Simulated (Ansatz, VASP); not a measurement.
# HfTeS: VASP beside Ansatz, part 2 of 2

Wanted: the spread between two codes on one cell, functional and k mesh. Of the first pair: The cell is taken from a series of runs on this material, whose earlier steps may have relaxed, scaled, displaced or heated it; both programs get it as it stands.

VASP 6.6.1 and Ansatz 0.2.0.

So far. Step 4 (Side by side): The forces differ by 17 meV/Å r.m.s., which is 1.0 % of the r.m.s. force of 1.816 eV/Å (both taken over all components). With vacuum in the cell, a pressure given here is an average over mostly empty space and none of the material.

**6. VASP: single point, PBEsol, start cell, pair 2**

Level of this step: PBEsol; plane waves and PAW (Hf_pv, S, Te) (VASP).

The same cell, functional, mesh and smearing now go to VASP, with its own data sets.

Input file INCAR:

```
SYSTEM = HfTeS
PREC = Accurate
ENCUT = 400
EDIFF = 1E-06
NELM = 120
ISMEAR = 1
SIGMA = 0.2
LREAL = .FALSE.
ALGO = Normal
GGA = PS
NBANDS = 17
LASPH = .TRUE.
LORBIT = 11
LWAVE = .FALSE.
LCHARG = .FALSE.
ISIF = 2
LDIPOL = .TRUE.
IDIPOL = 3
DIPOL = 0.5 0.5 0.332
LVHAR = .TRUE.
GGA_COMPAT = .FALSE.
NELMDL = -8
KPAR = 2
```

Input file POSCAR:

```
HfTeS
1.0
    3.6223656772      0.0000000000      0.0000000000
   -1.8111828386      3.1370606982      0.0000000000
    0.0000000000      0.0000000000     30.0000000000
Hf S Te
1 1 1
Direct
    0.0000000000      0.0000000000      0.3388495000
    0.3333333333      0.6666666667      0.3835537333
    0.6666666667      0.3333333333      0.2742634333
```

Input file KPOINTS:

```
Automatic mesh
0
Gamma
15 15 1
0 0 0
```

PAW data sets: Hf_pv, S and Te (PBE family, release 64).

Run with:

```console
$ mpirun -np 2 vasp_std
```

Numbers of over 12 decimals in the logs are rounded to 6 here.

The program printed:

```text
[banner, memory and clock lines left out]
running    2 mpi-ranks, on    1 nodes
[...]
[... a notice as in an earlier step ...]

 LDA part: xc-table for (Slater+PW92), standard interpolation
 POSCAR, INCAR and KPOINTS ok, starting setup
[...]
entering main loop
       N       E                     dE             d eps       ncg     rms          rms(c)
DAV:   1     0.960367849986E+02    0.96037E+02   -0.82798E+03  1134   0.745E+02
DAV:   2    -0.122597366079E+02   -0.10830E+03   -0.10546E+03  1223   0.158E+02
DAV:   3    -0.227733702973E+02   -0.10514E+02   -0.10444E+02  1373   0.496E+01
DAV:   4    -0.229838745241E+02   -0.21050E+00   -0.21028E+00  1473   0.822E+00
[...]
DAV:  26    -0.218866890698E+02   -0.29906E-05   -0.58852E-08   993   0.656E-04    0.764E-04
DAV:  27    -0.218866902362E+02   -0.11664E-05   -0.13287E-08   969   0.345E-04    0.344E-04
DAV:  28    -0.218866909627E+02   -0.72647E-06   -0.78354E-09   889   0.287E-04
   1 F= -.21886691E+02 E0= -.21887057E+02  d E =0.109704E-02
```

From OUTCAR (step 6):

```text
  Total        1.8944835      1.8944835      0.6029884      0.0000000      0.0000000      0.0000000
  in kB        8.9035857      8.9035857      2.8338906      0.0000000      0.0000000      0.0000000
  external PRESSURE =       6.8803540 kB  Pullay stress =       0.0000000 kB

 POSITION                                       TOTAL-FORCE (eV/Angst)
 -----------------------------------------------------------------------------------
      0.00000      0.00000     10.16549        -0.000000     -0.000000      0.005525
     -0.00000      2.09137     11.50661         0.000000     -0.000000      0.187145
      1.81118      1.04569      8.22790        -0.000000      0.000000     -0.192670
 -----------------------------------------------------------------------------------
    total drift:                               -0.000000     -0.000000     -0.000258

  FREE ENERGIE OF THE ION-ELECTRON SYSTEM (eV)
  ---------------------------------------------------
  free  energy   TOTEN  =       -21.8866909627 eV

  energy  without entropy=      -21.8877880064  energy(sigma->0) =      -21.88705664

[... 3 further parts left out ...]
[key lines of the parts left out:]
E-fermi :  -2.4664
```

The run ends at a pressure of 0.69 GPa, with forces up to 0.19 eV/Å.

**7. Differences**

What differs besides the data sets and the points named for the pairs above, as far as they apply: the data sets hold 48 valence electrons in Ansatz (on its PAW soft_1 files) and 22 in VASP. Total energies have different zeros and are not compared.

Forces (eV/Å; atoms numbered as in POSCAR):

| atom | Ansatz x, y, z | VASP x, y, z |
| --- | --- | --- |
| Hf1 | 0.000, 0.000, -0.023 | 0.000, 0.000, 0.006 |
| S2 | 0.000, 0.000, 0.220 | 0.000, 0.000, 0.187 |
| Te3 | 0.000, 0.000, -0.197 | 0.000, 0.000, -0.193 |

The forces differ by 15 meV/Å r.m.s., which is 16.2 % of the r.m.s. force of 0.090 eV/Å (both taken over all components). With vacuum in the cell, a pressure given here is an average over mostly empty space and none of the material.

**8. Further runs**

Further runs change the set-up of one program: Ansatz's method, potentials or start, or VASP's data sets, cutoff or form of LDA. The table gives that difference for each run.

| run | r.m.s. force difference (meV/Å) |
| --- | --- |
| as above | 15 |
| VASP with the data sets Hf_sv, S and Te_sv_GW and a cutoff of 520 eV | 9.2 |

**9. Ansatz: relaxation, PBEsol**

The two programs are compared at the cell with which this relaxation starts, whose forces are those of its first step.

The structure compared here is the start of the Ansatz relaxation; VASP solves that cell, so the two are compared at the walk's first step.

Input file input.yaml:

```yaml
crystal:
  lattice:
    - [3.6597096532, 0.0, 0.0]
    - [-1.8298548266, 3.1694015302, 0.0]
    - [0.0, 0.0, 30.0]
  atoms:
    - { symbol: Hf, position: [0.0, 0.0, 0.3388862174] }
    - { symbol: S, position: [0.3333333333, 0.6666666667, 0.3829171011] }
    - { symbol: Te, position: [0.6666666667, 0.3333333333, 0.2748633481] }
  periodic: [true, true, false]
kpoints:
  mp_grid: { grid: [15, 15, 1] }
hamiltonian:
  xc: pbesol
  pseudopotentials: { kind: paw, azcp: { folder: soft_1 }, xc_functional: pbe }
scf:
  occupations: { method: methfessel_paxton, width: 0.2 }
output:
  forces: true
  stress: true
  eigenvalues: true
relax:
  adjacent_minimum: "off"
  f_tol: 0.001
  max_steps: 60
```

Run with:

```console
$ ansatz run input.yaml --threads 8 --pin off --max-ram 16384MiB --backend cpu --events-out ev --progress --plain --runs-dir out
```

The program printed:

```text
[...]
Crystal: 3 atoms, lattice volume = 347.973 Å³
Basis set: ecut = 420 eV, 6749 PW (Γ), exchange–correlation on 50×50×432 points (8 copies of the dense FFT grid, shifted against one another)
Bands: 29, of which v1, the nominal top of the filled ones, is band 24 counted from 1 (23 counted from 0)
Symmetry: 6 space group operations
[...]
--- Relaxed structure (5 steps of the walk, 4 accepted, 0 SCFs on fresh bases) ---
  F+E_penalty+E_count = -23388.78482054 eV   max|allowed force component| = 4.065e-5 eV/Å
  cell:  # Å, volume = 347.9727 Å³
    - [3.659710, 0.0, 0.0]
    - [-1.829855, 3.169402, 0.0]
    - [0.0, 0.0, 30.0]
  atoms:
    - { symbol: Hf, position: [0, 0, 0.338850] }
    - { symbol: S, position: [0.333333, 0.666667, 0.383554] }
    - { symbol: Te, position: [0.666667, 0.333333, 0.274263] }
[key lines of the parts left out:]
SCF converged after 5 iterations
Free energy (F): -23388.784821 eV
Fermi energy:    -4.718691 eV
P = ½ c Tr σ = 1.4732 N/m
```

**10. VASP: single point, PBEsol, start cell, pair 3**

The same cell, functional, mesh and smearing now go to VASP, with its own data sets.

INCAR is that of step 6.

Input file POSCAR:

```
HfTeS
1.0
    3.6597096532      0.0000000000      0.0000000000
   -1.8298548266      3.1694015302      0.0000000000
    0.0000000000      0.0000000000     30.0000000000
Hf S Te
1 1 1
Direct
    0.0000000000      0.0000000000      0.3388862333
    0.3333333333      0.6666666667      0.3829171000
    0.6666666667      0.3333333333      0.2748633333
```

KPOINTS is that of step 6.

Run with:

```console
$ mpirun -np 2 vasp_std
```

The program printed:

```text
[... set-up lines as in an earlier step ...]
 entering main loop
       N       E                     dE             d eps       ncg     rms          rms(c)
DAV:   1     0.966058976324E+02    0.96606E+02   -0.81448E+03  1142   0.738E+02
DAV:   2    -0.118354549093E+02   -0.10844E+03   -0.10619E+03  1210   0.155E+02
DAV:   3    -0.228275050172E+02   -0.10992E+02   -0.10930E+02  1317   0.502E+01
DAV:   4    -0.230555876730E+02   -0.22808E+00   -0.22765E+00  1492   0.848E+00
[...]
DAV:  26    -0.219134914209E+02   -0.39990E-05   -0.95223E-08   941   0.779E-04    0.704E-04
DAV:  27    -0.219134925885E+02   -0.11676E-05   -0.15846E-08  1004   0.348E-04    0.277E-04
DAV:  28    -0.219134933064E+02   -0.71794E-06   -0.64216E-09   879   0.269E-04
   1 F= -.21913493E+02 E0= -.21914253E+02  d E =0.227893E-02
```

Parts of OUTCAR (step 10):

```text
  Total        1.3339663      1.3339663      0.5592880     -0.0000000      0.0000000      0.0000000
  in kB        6.1420070      6.1420070      2.5751408     -0.0000000      0.0000000      0.0000000
  external PRESSURE =       4.9530516 kB  Pullay stress =       0.0000000 kB

 POSITION                                       TOTAL-FORCE (eV/Angst)
 -----------------------------------------------------------------------------------
      0.00000      0.00000     10.16659         0.000000      0.000000      0.003162
     -0.00000      2.11293     11.48751        -0.000000      0.000000      0.177427
      1.82985      1.05647      8.24590         0.000000     -0.000000     -0.180589
 -----------------------------------------------------------------------------------
    total drift:                               -0.000000     -0.000000      0.000554

  FREE ENERGIE OF THE ION-ELECTRON SYSTEM (eV)
  ---------------------------------------------------
  free  energy   TOTEN  =       -21.9134933064 eV

  energy  without entropy=      -21.9157722404  energy(sigma->0) =      -21.91425295

[... 1 part as in an earlier step ...]

[... 2 further parts left out ...]
[key lines of the parts left out:]
E-fermi :  -2.5086
```

The run ends at a pressure of 0.50 GPa, with forces up to 0.18 eV/Å.

**11. Differences**

What differs besides the data sets and the points named for the pairs above, as far as they apply: the data sets hold 48 valence electrons in Ansatz (on its PAW soft_1 files) and 22 in VASP. Total energies have different zeros and are not compared.

Forces (eV/Å; atoms numbered as in POSCAR):

| atom | Ansatz x, y, z | VASP x, y, z |
| --- | --- | --- |
| Hf1 | 0.000, 0.000, -0.024 | 0.000, 0.000, 0.003 |
| S2 | 0.000, 0.000, 0.211 | 0.000, 0.000, 0.177 |
| Te3 | 0.000, 0.000, -0.187 | 0.000, 0.000, -0.181 |

The forces differ by 14 meV/Å r.m.s., which is 17.0 % of the r.m.s. force of 0.084 eV/Å (both taken over all components). With vacuum in the cell, a pressure given here is an average over mostly empty space and none of the material.

**12. Outcome**

```json
{
  "r.m.s. force difference (single point, PBEsol, pair 1)": "0.95 % of the r.m.s. force",
  "r.m.s. force difference (single point, PBEsol, start cell, pair 2)": "15 meV/Å",
  "r.m.s. force difference (single point, PBEsol, start cell, pair 3)": "14 meV/Å"
}
```

In words: The r.m.s. force difference is 15 meV/Å (single point, PBEsol, start cell, pair 2), beyond the 12 meV/Å picked in this series as the mark of a large difference. The data sets hold unlike numbers of valence electrons (48 in Ansatz and 22 in VASP), so part of the differences comes from the potentials. Single point, PBEsol, start cell, pair 2, VASP with the data sets Hf_sv, S and Te_sv_GW and a cutoff of 520 eV: r.m.s. force difference goes from 15 to 9.2 meV/Å. What causes the difference of the single point, PBEsol, start cell, pair 3 pair stays open here. 12 further runs of this series are not shown here. Such differences can come from data sets, numerical settings and the points named under the comparisons, not from the functional's error against experiment.

[Lines on the potential files, build, host, timing and source positions are cut from VASP's logs without a mark.]

[Logs are printed without paths, hosts, clocks, repeated set-up lines and the standing remarks that a program may print on its own settings, such as how far it seeks lower states.]

[Hosts, paths, dates, database ids (printed as entryN), source tags and the programs' standing remarks are cut or masked in the printed files.]
